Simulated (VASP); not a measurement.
A calculation with VASP 6.6.1 of BaMg7 (native input, structure from a POSCAR):

Contents of INCAR:

```
SYSTEM = BaMg7
PREC = Accurate ; ENCUT = 520
EDIFF = 1E-6 ; ISMEAR = 0
SIGMA = 0.02 ; LREAL = .FALSE.
LASPH = .TRUE. ; NELM = 60
ALGO = Fast ; ISIF = 2
LWAVE = .FALSE. ; LCHARG = .FALSE.
GGA = PS ; NBANDS = 22
```

File KPOINTS:

```
regular mesh
0
G
  5 5 5
  0 0 0
```

POSCAR

```
BaMg7
6.9429
    0.999996347564      0.000000000000      0.000000000000
   -0.499998173775      0.866022240678      0.000000000000
    0.000000000000      0.000000000000      0.764037361909
Ba Mg
1 7
Direct
    0.0000000000      0.0000000000      0.5000000000
    0.6666666667      0.3333333333      0.0000000000
    0.6396500000      0.8198250000      0.0000000000
    0.1801750000      0.8198250000      0.0000000000
    0.1801750000      0.3603500000      0.0000000000
    0.4941580000      0.9883160000      0.5000000000
    0.4941580000      0.5058420000      0.5000000000
    0.0116840000      0.5058420000      0.5000000000
```

Potentials or basis: VASP PAW PBE potentials, release 64 (Ba_sv, Mg).

Launch:

```bash
$ cat potpaw_PBE.64/Ba_sv/POTCAR potpaw_PBE.64/Mg/POTCAR > POTCAR
$ mpirun -np 1 vasp_std > vasp.out
```

The cell comes from a database or a generator and needn't be the stable form of this composition.

Problem. Write the same calculation in another form: ASE script, structure from a POSCAR.

Solution. As run:

File run.py:

```python
from ase.calculators.vasp import Vasp
from ase.dft.bandgap import bandgap
from ase.io import read

atoms = read('POSCAR')
calc = Vasp(
    directory='calc',
    xc='pbesol',
    pp='PBE',
    setups='recommended',
    prec='Accurate',
    encut=520,
    ediff=1e-06,
    ismear=0,
    sigma=0.02,
    lreal=False,
    lasph=True,
    nelm=60,
    algo='Fast',
    isif=2,
    lwave=False,
    lcharg=True,
    lelf=True,
    lvhar=True,
    kpts=[5, 5, 5],
    gamma=True,
    nbands=22,
)
atoms.calc = calc

print('energy (eV):', atoms.get_potential_energy())
print('free energy (eV):', atoms.get_potential_energy(force_consistent=True))
print('forces (eV/A):')
print(atoms.get_forces())
print('stress (eV/A^3, Voigt):', atoms.get_stress())
print('Fermi level (eV):', calc.get_fermi_level())
gap, top, bottom = bandgap(calc)
print('band gap (eV):', gap, 'from (spin, k, band)', top, 'to', bottom)
```

Contents of POSCAR:

```
BaMg7
1.0
    6.9428746415      0.0000000000      0.0000000000
   -3.4714373207      6.0127058148      0.0000000000
    0.0000000000      0.0000000000      5.3046350000
Ba Mg
1 7
Direct
    0.0000000000      0.0000000000      0.5000000000
    0.6666666667      0.3333333333      0.0000000000
    0.6396500000      0.8198250000      0.0000000000
    0.1801750000      0.8198250000      0.0000000000
    0.1801750000      0.3603500000      0.0000000000
    0.4941580000      0.9883160000      0.5000000000
    0.4941580000      0.5058420000      0.5000000000
    0.0116840000      0.5058420000      0.5000000000
```

Potentials or basis: VASP PAW PBE potentials, release 64 (Ba_sv, Mg).

Command:

```sh
$ python run.py
```

Both were run:

|  | native input, structure from a POSCAR | ASE script, structure from a POSCAR |
| --- | --- | --- |
| Pressure | -0.8 GPa | -0.8 GPa |
| Largest force | 0.045 eV/Å | 0.045 eV/Å |
| Band gap on the k mesh | none (metal or under the smearing width) | none (metal or under the smearing width) |

Keys that steer only the numerical path or the files written may differ.

Caveat: the PAW data sets were made with another functional, which shifts forces and pressure a little.
